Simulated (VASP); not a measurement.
```yaml
crystal:
  lattice:
    - [3.58348, 0.00000, 0.00000]
    - [-1.79174, 3.10338, 0.00000]
    - [0.00000, 0.00000, 17.41488]
  atoms:
    - { symbol: Rh, position: [0.66667, 0.33333, 0.50000] }
    - { symbol: Te, position: [0.33333, 0.66667, 0.40196] }
    - { symbol: Te, position: [0.33333, 0.66667, 0.59805] }
```

The numbers are results of PBE GGA, VASP's PBE PAW potentials (set 64) (plane waves; VASP 6.6.1), not measurements. Numerical set-up: 300 eV cut-off, 7×7×1 Γ-centred mesh, Fermi-Dirac smearing of 0.10 eV, potentials Rh_pv Te.

The cell holds a wide vacuum, so values per volume refer to the whole cell.

Q: Give the energies of bands 6 to 16 at the high-symmetry points, in eV from the Fermi level.

A: 
```
band      Γ      M      K
----  -----  -----  -----
6     -5.64  -6.13  -5.33
7     -3.24  -5.21  -5.25
8     -3.24  -4.27  -4.50
9     -2.95  -3.81  -3.89
10    -2.95  -2.62  -3.67
11    -2.16  -2.12  -2.91
12    -2.10  -1.87  -1.93
13     1.92  -0.89  -1.52
14     1.92  -0.67  -0.05
15     2.02   1.57   0.06
16     2.02   1.85   1.92
```

It has no gap at this level: it comes out as a metal or semimetal.

The cell is a sheet with vacuum, built from a generated structure.
